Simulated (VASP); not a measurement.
Runs of VASP 6.6.1 on Ge. The structure is cubic, space group Fd-3m (No. 227). Conventional cell: a = 5.676 Å, b = 5.676 Å, c = 5.676 Å, α = 90.00°, β = 90.00°, γ = 90.00°. Ge (site symmetry -43m) is surrounded by 4 Ge at 2.46 Å. 

| task | cell | k mesh | gap on the mesh (eV) | pressure (GPa) |
| --- | --- | --- | --- | --- |
| single point | a relaxed cell with its volume scaled by 1.06 | 10 × 10 × 10 | none | -3.6 |
| single point | Fd-3m, 22.86 Å³/atom | 10 × 10 × 10 | 0.31 | 0.0 |
| single point | a relaxed cell with its volume scaled by 1.09 | 10 × 10 × 10 | none | (a) |
| relaxation of cell and atoms | relaxed | 10 × 10 × 10 | 0.31 | 0.0 |
| single point | a relaxed cell with its volume scaled by 0.91 | 10 × 10 × 10 | (b) | 8.4 |
| optical spectrum | Fd-3m, 22.86 Å³/atom | 14 × 14 × 14 | 0.31 | 0.0 |
| single point | a relaxed cell with its volume scaled by 0.94 | 10 × 10 × 10 | 0.62 | (c) |
| single point | a relaxed cell with its volume scaled by 1.03 | 10 × 10 × 10 | 0.03 | -2.0 |
| single point | a relaxed cell with its volume scaled by 0.97 | 10 × 10 × 10 | 0.51 | 2.4 |
| band structure | Fd-3m, 22.86 Å³/atom | 10 × 10 × 10 | 0.31 | 0.0 |

Alike in all rows: level r2SCAN; potentials or basis VASP PAW PBE potentials, release 64 (Ge_d); no spin polarisation; cutoff (eV) 520; smearing gaussian 0.02 eV.

Q: Estimate the missing entries.

A: (a) -5.0; (b) 0.65; (c) 5.1.

Caveats: the PAW data sets were made with another functional, which shifts forces and pressure a little; independent-particle spectra lack excitons (some runs).

A k mesh can miss the band edges, and the runs leave out spin-orbit coupling on Ge.

A gap of «none» marks a metal or a gap under the smearing width.
